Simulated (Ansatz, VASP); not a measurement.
# Al2Ge2F: VASP beside Ansatz

```xyz
5
Lattice="1.9740 3.4190 0.0000 -1.9740 3.4190 0.0000 0.0000 0.0000 6.3182" Properties=species:S:1:pos:R:3 pbc="T T T"
Ge   -0.0002    2.2795    1.6772
Ge    0.0002    4.5586    4.6410
Al   -0.0002    2.2795    4.0582
Al    0.0002    4.5586    2.2600
F     0.0000    0.0000    0.0000
```

The cell was built by a generator and needn't be a form met in nature.

Alike in both runs: task single point; functional PBE; k mesh 5 × 5 × 3; no spin polarisation.

|  | VASP | Ansatz |
| --- | --- | --- |
| version | VASP 6.6.1 | Ansatz 0.2.0 |
| potentials or method | VASP PAW PBE potentials, release 64 (Ge_d, Al, F) | PAW plane waves |
| plane-wave cutoff (eV) | 520 | 420 |
| occupations | fermi-dirac, width 0.1 eV | fermi-dirac |
| valence electrons in the cell | 41 | 41 |

Ansatz gave:

```
gap on the k mesh at the Fermi level (eV)       : none
pressure (GPa)                                  : 18.3
largest component of the traceless stress (GPa) : 4.34
rms of the force components (eV/Å)              : 1.123
```

Q: Estimate VASP's values.

A: gap on the k mesh at the Fermi level (eV): none; pressure (GPa): 18.2; largest component of the traceless stress (GPa): 4.39; rms of the force components (eV/Å): 1.122.

Atom by atom the forces differ by 0.004 eV/Å (rms over components). A gap of «none» marks a metal or a gap that the smearing closes. Ansatz warned: «force_scf_threshold_loose».

Caveats: the k mesh is coarse (spacing up to 0.37 Å⁻¹), so the values aren't converged; so large a pressure means that the cell lies far from this level's equilibrium, or that cutoff or potentials fall short (VASP); an odd number of electrons without spin polarisation forces a metal; a magnetic or distorted state may lie lower.
